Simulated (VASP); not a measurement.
A convergence study with VASP on Zr (hcp): one setting is varied, all else stays as given below, so the limit is that of these other settings. Each run relaxes cell and ions from the cell shown.

```
Zr
1.0
    1.61500    -2.79726     0.00000
    1.61500     2.79726     0.00000
    0.00000     0.00000     5.15000
Zr
2
Direct
  0.33333   0.66667   0.25000
  0.66667   0.33333   0.75000
```

Level of theory: LDA (Ceperley-Alder, Perdew-Zunger), VASP's LDA PAW potentials (set 64) (plane waves; VASP). The tightest run used: 550 eV cut-off, 18×18×10 Γ-centred mesh, first-order Methfessel-Paxton smearing of 0.10 eV, potentials Zr_sv.

Q: The settings run are 2×2×1 mesh; 3×3×2 mesh; 4×4×2 mesh; 5×5×3 mesh; 6×6×3 mesh; 7×7×4 mesh; 8×8×4 mesh; 9×9×5 mesh; 10×10×5 mesh; 12×12×6 mesh; 13×13×7 mesh; 14×14×7 mesh; 15×15×8 mesh; 16×16×9 mesh; 17×17×9 mesh; 18×18×10 mesh. From which on does the relaxed volume stay within 0.1 Å³/atom of the tightest run?

A: From 9×9×5 mesh on: it is off by 0.019 there and by no more than 0.1 in any finer run, while 8×8×4 mesh is off by 0.156.
| setting | relaxed volume (Å³/atom) | E (eV/atom) | irreducible k-points | difference judged (Å³/atom) |
|---|---|---|---|---|
| 2×2×1 mesh | 20.087 | -10.2463 | 2 | 1.713 |
| 3×3×2 mesh | 20.327 | -9.3929 | 6 | 1.473 |
| 4×4×2 mesh | 22.063 | -9.2458 | 8 | 0.263 |
| 5×5×3 mesh | 21.946 | -9.2902 | 10 | 0.146 |
| 6×6×3 mesh | 21.870 | -9.2577 | 14 | 0.071 |
| 7×7×4 mesh | 21.843 | -9.2861 | 24 | 0.044 |
| 8×8×4 mesh | 21.955 | -9.2911 | 30 | 0.156 |
| 9×9×5 mesh | 21.819 | -9.2940 | 36 | 0.019 |
| 10×10×5 mesh | 21.800 | -9.2953 | 42 | 0.000 |
| 12×12×6 mesh | 21.824 | -9.2903 | 76 | 0.024 |
| 13×13×7 mesh | 21.800 | -9.2915 | 84 | 0.001 |
| 14×14×7 mesh | 21.812 | -9.2928 | 96 | 0.012 |
| 15×15×8 mesh | 21.779 | -9.2926 | 135 | 0.020 |
| 16×16×9 mesh | 21.823 | -9.2923 | 150 | 0.023 |
| 17×17×9 mesh | 21.810 | -9.2923 | 165 | 0.010 |
| 18×18×10 mesh | 21.800 | -9.2919 | 222 | 0.000 |

Left out are rungs that failed or repeat a setting and relaxations that didn't move; long series are thinned to 24 rows.

The compound is Zr in the hcp structure.
